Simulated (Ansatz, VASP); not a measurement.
**SnP2: VASP beside Ansatz**

INCAR

```
PREC = Accurate
ENCUT = 600
EDIFF = 1E-7
ISMEAR = 0
SIGMA = 0.1
LREAL = F
LASPH = T
NELM = 60
ALGO = Normal
ISIF = 3
LWAVE = F
LCHARG = F
GGA = PE
IBRION = 2
NSW = 90
EDIFFG = -0.04
```

KPOINTS

```
regular mesh
0
Gamma
  6 6 6
```

POSCAR

```
SnP2
1.0
    0.0000000000      3.0883825326      3.0883825326
    3.0883825326      0.0000000000      3.0883825326
    3.0883825326      3.0883825326      0.0000000000
Sn P
1 2
Direct
    0.0000000000      0.0000000000      0.0000000000
    0.2500000000      0.2500000000      0.2500000000
    0.7500000000      0.7500000000      0.7500000000
```

Input for Ansatz:

```yaml
crystal:
  lattice:
    - [0.0, 3.0883825326, 3.0883825326]
    - [3.0883825326, 0.0, 3.0883825326]
    - [3.0883825326, 3.0883825326, 0.0]
  atoms:
    - { symbol: Sn, position: [0.0, 0.0, 0.0] }
    - { symbol: P, position: [0.25, 0.25, 0.25] }
    - { symbol: P, position: [0.75, 0.75, 0.75] }
basis:
  ecutwfc: 420
kpoints:
  mp_grid: { grid: [6, 6, 6] }
hamiltonian:
  xc: pbe
scf:
  occupations: { method: gaussian, width: 0.1 }
  lower_state_search: "off"
output:
  forces: true
  stress: true
  eigenvalues: true
relax:
  adjacent_minimum: "off"
  f_tol: 0.04
  max_steps: 70
  cell: { stress_tol: 0.4 }
```

Alike in both runs: task relaxation of cell and atoms; functional PBE; k mesh 6 × 6 × 6; occupations gaussian, width 0.1 eV; no spin polarisation.

|  | VASP | Ansatz |
| --- | --- | --- |
| version | VASP 6.6.1 | Ansatz 0.2.0 |
| potentials or method | VASP PAW PBE potentials, release 64 (Sn_d, P) | scalar-relativistic, plane waves, PAW |
| plane-wave cutoff (eV) | 600 | 420 |
| valence electrons in the cell | 24 | 24 |

```csv
,VASP,Ansatz,Ansatz less VASP
"gap on the k mesh at the Fermi level, each at its own relaxed structure (eV)",none,none,-
relaxed volume (Å³/atom),22.39,22.46,+0.069
relaxed cell length with the largest relative difference (Å),4.563,4.568,+0.0047
energy change over the relaxation (meV/atom),-88,-89,-0.7
```

A gap of «none» marks a metal or a gap that the smearing closes.
